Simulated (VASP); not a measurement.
Data:

```
SrTiO3
1.0
    4.07164     0.00000     0.00000
    0.00000     4.07164     0.00000
    0.00000     0.00000     4.07164
Sr Ti O
1 1 3
Cartesian
  0.00000   0.00000   0.00000
  2.03582   2.03582   2.03582
  2.03582   0.00000   2.03582
  0.00000   2.03582   2.03582
  2.03582   2.03582   0.00000
```

Computed with vdW-DF2, VASP's PBE PAW potentials (set 64) (plane waves; VASP). Settings: 520 eV cut-off, 6×6×6 Γ-centred mesh, Gaussian smearing of 0.050 eV, potentials Sr_sv Ti_sv O.

Give the stress tensor in GPa (positive for a compressed cell).

```
-8.21   0.00   0.00
 0.00  -8.21   0.00
 0.00   0.00  -8.21
```
The pressure is its mean diagonal, -8.21 GPa.

The compound is SrTiO3 in the cubic perovskite structure, the ideal cubic form; the compound distorts at low or room temperature. This cell is one point of a volume scan, at 1.06 of the reference volume.
